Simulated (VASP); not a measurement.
These are PBE GGA, VASP's PBE PAW potentials (set 64) (plane waves; VASP) values and carry that method's errors.

The input files of a VASP run:

### POSCAR
```
BN
1
    1.2770400000    -2.2118990000     0.0000000000
    1.2770400000     2.2118990000     0.0000000000
    0.0000000000     0.0000000000     6.7932000000
B N
2 2
Direct
  0.3333330000   0.6666670000   0.2500000000
  0.6666670000   0.3333330000   0.7500000000
  0.6666670000   0.3333330000   0.2500000000
  0.3333330000   0.6666670000   0.7500000000
```

**KPOINTS**
```
Automatic mesh
0
Gamma
8 8 3
0 0 0
```

INCAR:
```
! general
SYSTEM = BN
PREC   = Accurate
ENCUT  = 520
LREAL  = .FALSE.
LASPH  = .TRUE.

! electronic loop
EDIFF  = 1E-6
NELM   = 100
ALGO   = Normal

! smearing
ISMEAR = 0
SIGMA  = 0.05

! functional
GGA    = PE

! ions
ISIF   = 2

! output
LWAVE  = .FALSE.
LCHARG = .FALSE.
```

POTCAR, in this order: B N (PBE.64 set). Program: vasp_std.

What VASP printed:

File OUTCAR:
```
 ion  position               nearest neighbor table
   1  0.333  0.667  0.250-   3 1.47   3 1.47   3 1.47
   2  0.667  0.333  0.750-   4 1.47   4 1.47   4 1.47
   3  0.667  0.333  0.250-   1 1.47   1 1.47   1 1.47
   4  0.333  0.667  0.750-   2 1.47   2 1.47   2 1.47
  LATTYP: Found a hexagonal cell.
 ALAT       =     2.5540807246
 C/A-ratio  =     2.6597436544
 Subroutine PRICEL returns:
 Original cell was already a primitive cell.
 Subroutine GETGRP returns: Found 24 space group operations
The static configuration has the point symmetry D_3d.
 The point group associated with its full space group is D_6h.
The dynamic configuration has the point symmetry D_3d.
 Subroutine INISYM returns: Found 24 space group operations
 Subroutine IBZKPT returns following result:
 Found     20 irreducible k-points:

 Following reciprocal coordinates:
            Coordinates               Weight
  0.000000  0.000000  0.000000      1.000000
  0.125000  0.000000  0.000000      6.000000
  0.250000  0.000000  0.000000      6.000000
  0.375000  0.000000  0.000000      6.000000
  0.500000  0.000000  0.000000      3.000000
...
```

OSZICAR:
```
       N       E                     dE             d eps       ncg     rms          rms(c)
DAV:   1     0.682191705318E+02    0.68219E+02   -0.82388E+03   480   0.122E+03
DAV:   2    -0.341785525015E+02   -0.10240E+03   -0.94175E+02   728   0.265E+02
DAV:   3    -0.382706060121E+02   -0.40921E+01   -0.40640E+01   596   0.570E+01
DAV:   4    -0.383155063557E+02   -0.44900E-01   -0.44870E-01   588   0.638E+00
DAV:   5    -0.383162796157E+02   -0.77326E-03   -0.77312E-03   612   0.829E-01    0.108E+01
DAV:   6    -0.354034873400E+02    0.29128E+01   -0.79708E+00   552   0.228E+01    0.480E+00
DAV:   7    -0.351803105902E+02    0.22318E+00   -0.39672E-01   596   0.565E+00    0.302E+00
DAV:   8    -0.351097536916E+02    0.70557E-01   -0.27973E-01   580   0.399E+00    0.399E-01
DAV:   9    -0.351066044307E+02    0.31493E-02   -0.11172E-02   580   0.946E-01    0.170E-01
DAV:  10    -0.351075408216E+02   -0.93639E-03   -0.13949E-03   572   0.320E-01    0.401E-02
DAV:  11    -0.351076500535E+02   -0.10923E-03   -0.23819E-04   616   0.135E-01    0.275E-02
DAV:  12    -0.351076436857E+02    0.63679E-05   -0.53295E-05   560   0.646E-02    0.439E-03
DAV:  13    -0.351076440942E+02   -0.40852E-06   -0.20196E-06   524   0.134E-02
   1 F= -.35107644E+02 E0= -.35107644E+02  d E =-.255816E-13
```

OUTCAR:
```
------------------------ aborting loop because EDIFF is reached ----------------------------------------
  FORCE on cell =-STRESS in cart. coord.  units (eV):
  Direction    XX          YY          ZZ          XY          YZ          ZX
  --------------------------------------------------------------------------------------
  Total       -3.7840190     -3.7840219      0.4834181      0.0000000      0.0000000      0.0000000
  in kB     -157.9754876   -157.9756071     20.1817732      0.0000000      0.0000000      0.0000000
  external PRESSURE =     -98.5897738 kB  Pullay stress =       0.0000000 kB
  volume of cell :       38.38
      direct lattice vectors                 reciprocal lattice vectors
     1.277040000 -2.211899000  0.000000000     0.391530414 -0.226050104  0.000000000
     1.277040000  2.211899000  0.000000000     0.391530414  0.226050104  0.000000000
     0.000000000  0.000000000  6.793200000     0.000000000  0.000000000  0.147206030
  FREE ENERGIE OF THE ION-ELECTRON SYSTEM (eV)
  ---------------------------------------------------
  free  energy   TOTEN  =       -35.1076440942 eV

  energy  without entropy=      -35.1076440942  energy(sigma->0) =      -35.10764409
```
(Selected blocks of OUTCAR.)

### OUTCAR
```
 val. band max:        1.8568300199   @ k =   0.3750   0.2500   0.0000

 cond. band min:       6.0543617851   @ k =   0.5000   0.0000   0.0000


 Fermi energy:         2.1031178185

 k-point     1 :       0.0000    0.0000    0.0000
  band No.  band energies     occupation
      1     -15.5829      2.00000
      2     -15.3310      2.00000
      3      -3.9858      2.00000
      4      -2.0468      2.00000
      5       0.4516      2.00000
      6       0.4517      2.00000
      7       0.4843      2.00000
      8       0.4844      2.00000
      9       6.9592      0.00000
     10      11.6971      0.00000
     11      12.9137      0.00000
     12      12.9252      0.00000

 k-point     2 :       0.1250    0.0000    0.0000
  band No.  band energies     occupation
      1     -15.2924      2.00000
      2     -15.0495      2.00000
      3      -3.5877      2.00000
      4      -1.6905      2.00000
      5      -0.7070      2.00000
      6      -0.6793      2.00000
      7      -0.0637      2.00000
      8      -0.0237      2.00000
      9       7.4900      0.00000
     10      11.4562      0.00000
     11      12.4660      0.00000
     12      12.8749      0.00000

 k-point     3 :       0.2500    0.0000    0.0000
  band No.  band energies     occupation
      1     -14.4637      2.00000
      2     -14.2496      2.00000
      3      -3.2024      2.00000
      4      -3.1510      2.00000
      5      -2.4326      2.00000
      6      -1.0822      2.00000
      7      -1.0323      2.00000
      8      -0.6792      2.00000
      9       8.7429      0.00000
     10      10.2449      0.00000
     11      10.7321      0.00000
     12      11.8266      0.00000

 k-point     4 :       0.3750    0.0000    0.0000
  band No.  band energies     occupation
      1     -13.3021      2.00000
      2     -13.1478      2.00000
      3      -5.6654      2.00000
      4      -5.5914      2.00000
      5      -1.9033      2.00000
      6      -1.8474      2.00000
...
```

The compound is BN in the hex structure. The cell was not relaxed at this level.
